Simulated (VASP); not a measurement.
Here is the system:

```xyz
1
Lattice="-1.8449 1.8449 1.8449 1.8449 -1.8449 1.8449 1.8449 1.8449 -1.8449" Properties=species:S:1:pos:R:3 pbc="T T T"
Ba     0.0000     0.0000     0.0000
```

All values below come from PBEsol GGA, VASP's PBE PAW potentials (set 64) (plane waves; VASP). Settings: 480 eV cut-off, 10×10×10 Γ-centred mesh, first-order Methfessel-Paxton smearing of 0.10 eV, potentials Ba_sv.

Unless said otherwise, spin-orbit coupling is left out, though it shifts the bands of the heavy elements here.

Question: Estimate the energy per atom (σ→0), pressure, band gap (on the k-mesh) with the smallest direct gap where there is one.

Answer: 
The band gap (on the k-mesh) is none (metal, semimetal or under 0.01 eV) and the energy per atom (σ→0) is -0.536 eV/atom. The pressure is 30.01 GPa.

Only differences to runs with the same potentials and settings are physical.

The compound is Ba in the bcc structure. It was relaxed first under an external pressure of 30 GPa.
